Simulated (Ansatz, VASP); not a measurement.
This is a calculation of FeAu for Ansatz 0.2.0.

File input.yaml:

```yaml
crystal:
  lattice:
    - [1.4117478522, 0.8150730025, 4.4694532999]
    - [-1.4117478522, 0.8150730025, 4.4694532999]
    - [0.0, -1.630146005, 4.4694532999]
  atoms:
    - { symbol: Au, position: [0.0, 0.0, 0.0] }
    - { symbol: Fe, position: [0.5, 0.5, 0.5], spin: 3.0 }
hamiltonian:
  xc: pbe
  pseudopotentials: { kind: paw }
magnetization:
  spin_polarized: true
kpoints:
  mp_grid: { grid: [11, 11, 11] }
scf:
  occupations: { method: fermi_dirac, width: 0.05 }
output:
  forces: true
  stress: true
  eigenvalues: true
```

Potentials or basis: Ansatz PAW.

Launch:

```bash
$ ansatz run input.yaml --threads 2 --pin off --max-ram 5120MiB --backend cpu --events-out ev --progress --plain --runs-dir out
```

Q: Translate it to VASP 6.6.1. Potentials there: VASP PAW PBE potentials, release 64 (Au, Fe).

A: As run (the cutoff follows the program's own potentials):

File INCAR:

```
PREC = Accurate
ENCUT = 520
EDIFF = 1E-6
ISMEAR = -1
SIGMA = 0.05
LREAL = F
LASPH = T
NELM = 150
ALGO = Fast
ISIF = 2
LWAVE = F
LCHARG = F
ISPIN = 2
MAGMOM = 0 4.5
LORBIT = 11
LMAXMIX = 4
GGA = PE
```

File KPOINTS:

```
regular mesh
0
Gamma
  11 11 11
```

The input POSCAR:

```
FeAu
1.0
    1.4117478522      0.8150730025      4.4694532999
   -1.4117478522      0.8150730025      4.4694532999
    0.0000000000     -1.6301460050      4.4694532999
Au Fe
1 1
Direct
    0.0000000000      0.0000000000      0.0000000000
    0.5000000000      0.5000000000      0.5000000000
```

Potentials or basis: VASP PAW PBE potentials, release 64 (Au, Fe).

Launch:

```console
$ cat potpaw_PBE.64/Au/POTCAR potpaw_PBE.64/Fe/POTCAR > POTCAR
$ mpirun -np 1 vasp_std > vasp.out
```

Both were run:

|  | VASP | Ansatz | Ansatz less VASP |
| --- | --- | --- | --- |
| gap on the k mesh at the Fermi level (eV) | none | none | - |
| pressure (GPa) | -1.3 | -1.0 | +0.27 |
| largest component of the traceless stress (GPa) | 0.97 | 1.01 | +0.038 |
| net moment per atom (μB) | 1.45 | 1.46 | +0.006 |
| size of the moment on the site where the two differ most (μB) | 2.89 | 2.93 | +0.043 |

Site moments also hang on the region over which each program counts them. A gap of «none» marks a metal or a gap that the smearing closes. The two sets of potentials don't hold the same shells in valence.

Spin-orbit coupling is left out, which matters for the levels of Au.
